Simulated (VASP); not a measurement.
Method: optB88-vdW, VASP's PBE PAW potentials (set 64) (plane waves; VASP).

VASP ran on this input.

### INCAR
```
SYSTEM = Mo
PREC = Accurate
ENCUT = 520
EDIFF = 1E-6
NELM = 100
ALGO = Normal
LREAL = .FALSE.
LASPH = .TRUE.
ISMEAR = 1
SIGMA = 0.1
GGA = BO
PARAM1 = 0.1833333333
PARAM2 = 0.22
LUSE_VDW = .TRUE.
AGGAC = 0.0
LMAXMIX = 4
LWAVE = .FALSE.
LCHARG = .FALSE.
IBRION = 2
ISIF = 3
NSW = 60
EDIFFG = -0.01
```

POSCAR:
```
Mo
1
   -1.5750000000     1.5750000000     1.5750000000
    1.5750000000    -1.5750000000     1.5750000000
    1.5750000000     1.5750000000    -1.5750000000
Mo
1
Direct
  0.0000000000   0.0000000000   0.0000000000
```

**KPOINTS**
```
Automatic
0
G
  15 15 15
```

POTCAR, in this order: Mo_sv (PBE.64 set). Program: vasp_std.

Problem. What does the run give for the energy per atom (σ→0), volume per atom, band gap (on the k-mesh)?

Solution. 
| Quantity | Result |
|---|---|
| energy per atom (σ→0) | -7.756 eV/atom |
| band gap (on the k-mesh) | none (metal, semimetal or under 0.01 eV) |
| volume per atom | 15.84 Å³/atom |

OSZICAR:
```
...
DAV:   1    -0.798393445778E+01   -0.24415E+00   -0.56009E+00  2724   0.335E+01    0.538E+00
DAV:   2    -0.777132994560E+01    0.21260E+00   -0.43945E-01  2700   0.850E+00    0.866E-01
DAV:   3    -0.775437389239E+01    0.16956E-01   -0.69207E-02  2846   0.328E+00    0.918E-01
DAV:   4    -0.775584580145E+01   -0.14719E-02   -0.90767E-04  2736   0.354E-01    0.105E-01
DAV:   5    -0.775586618272E+01   -0.20381E-04   -0.27931E-04  2945   0.213E-01    0.853E-03
DAV:   6    -0.775586512610E+01    0.10566E-05   -0.17646E-06  2670   0.177E-02    0.156E-03
DAV:   7    -0.775586493928E+01    0.18681E-06   -0.66264E-08  1520   0.322E-03
   3 F= -.77558649E+01 E0= -.77555143E+01  d E =-.222149E-02
```

The compound is Mo in the bcc structure. This run relaxes it. Symmetry was kept, so distortions that lower it aren't found.
